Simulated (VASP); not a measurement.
Here is the system:

```xyz
3
Lattice="1.5687 -2.7170 0.0000 1.5687 2.7170 0.0000 0.0000 0.0000 3.5081" Properties=species:S:1:pos:R:3 pbc="T T T"
Hf     0.0000     0.0000     0.0000
B      1.5687     0.9057     1.7541
B      1.5687    -0.9057     1.7541
```

The numbers are results of optB88-vdW, VASP's PBE PAW potentials (set 64) (plane waves; VASP), not measurements. Settings: 520 eV cut-off, 10×10×8 Γ-centred mesh, first-order Methfessel-Paxton smearing of 0.10 eV, potentials Hf_pv B.

Unless said otherwise, spin-orbit coupling is left out, though it shifts the bands of the heavy elements here.

Question: Estimate the energy per atom (σ→0), band gap (on the k-mesh) with the smallest direct gap where there is one.

Answer: 
```json
{
  "band gap (on the k-mesh)": "none (metal, semimetal or under 0.01 eV)",
  "energy per atom (σ→0)": "-7.417 eV/atom"
}
```

Only differences to runs with the same potentials and settings are physical.

The compound is HfB2 in the AlB2 type structure. It was relaxed first. The start is the result of an earlier pass.
